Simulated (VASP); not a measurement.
A convergence study with VASP on Ir (fcc): one setting is varied, all else stays as given below, so the limit is that of these other settings.

```
CELL_PARAMETERS angstrom
      0.00000     1.92000     1.92000
      1.92000     0.00000     1.92000
      1.92000     1.92000     0.00000
ATOMIC_POSITIONS crystal
  Ir 0.00000 0.00000 0.00000
```

Method: PBE GGA, VASP's PBE PAW potentials (set 64) (plane waves; VASP). The tightest run used: 550 eV cut-off, 26×26×26 Γ-centred mesh, tetrahedra with Blöchl corrections, potentials Ir.

```json
[
 {"setting": "3×3×3 mesh", "E (eV/atom)": "-7.5850", "pressure (GPa)": "33.88", "irreducible k-points": "4"},
 {"setting": "4×4×4 mesh", "E (eV/atom)": "-9.0676", "pressure (GPa)": "5.60", "irreducible k-points": "8"},
 {"setting": "5×5×5 mesh", "E (eV/atom)": "-8.7259", "pressure (GPa)": "11.29", "irreducible k-points": "10"},
 {"setting": "6×6×6 mesh", "E (eV/atom)": "-8.7756", "pressure (GPa)": "10.31", "irreducible k-points": "16"},
 {"setting": "7×7×7 mesh", "E (eV/atom)": "-8.8716", "pressure (GPa)": "8.62", "irreducible k-points": "20"},
 {"setting": "8×8×8 mesh", "E (eV/atom)": "-8.7972", "pressure (GPa)": "10.00", "irreducible k-points": "29"},
 {"setting": "9×9×9 mesh", "E (eV/atom)": "-8.8347", "pressure (GPa)": "9.55", "irreducible k-points": "35"},
 {"setting": "10×10×10 mesh", "E (eV/atom)": "-8.8463", "pressure (GPa)": "9.30", "irreducible k-points": "47"},
 {"setting": "11×11×11 mesh", "E (eV/atom)": "-8.8185", "pressure (GPa)": "9.67", "irreducible k-points": "56"}
]
```

Problem. These are the cheaper rows. Estimate the results at 26×26×26 mesh, and how far the last row shown lies from them.

Solution. 
```json
[
 {"quantity": "E (eV/atom)", "tightest run": "-8.8398", "last row shown is off by": "0.0213"},
 {"quantity": "pressure (GPa)", "tightest run": "9.41", "last row shown is off by": "0.25"}
]
```

Left out are rungs that failed or repeat a setting and relaxations that didn't move; long series are thinned to 24 rows.

The compound is Ir in the fcc structure. The cell was not relaxed at this level.
